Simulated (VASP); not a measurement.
Data:

```
CSi
1.0
    0.00000     2.17707     2.17707
    2.17707     0.00000     2.17707
    2.17707     2.17707     0.00000
Si C
1 1
Direct
  0.00000   0.00000   0.00000
  0.25000   0.25000   0.25000
```

Calculation: RPBE GGA, VASP's PBE PAW potentials (set 64) (plane waves; VASP). Numerical set-up: 520 eV cut-off, 10×10×10 Γ-centred mesh, Gaussian smearing of 0.050 eV, potentials Si C.

Q: Estimate the energy per atom (σ→0), pressure, band gap (on the k-mesh) with the smallest direct gap where there is one.

A: 
The band gap (on the k-mesh) is 1.36 eV, the smallest direct gap (on the k-mesh) comes out as 4.54 eV and the energy per atom (σ→0) is -690.4 kJ/mol of atoms. The pressure is 6.63 GPa.

Total energies compare only between runs with the same potentials, cut-off and functional.

The compound is SiC in the zinc blende structure. This cell is one point of a volume scan, at 0.97 of the reference volume.
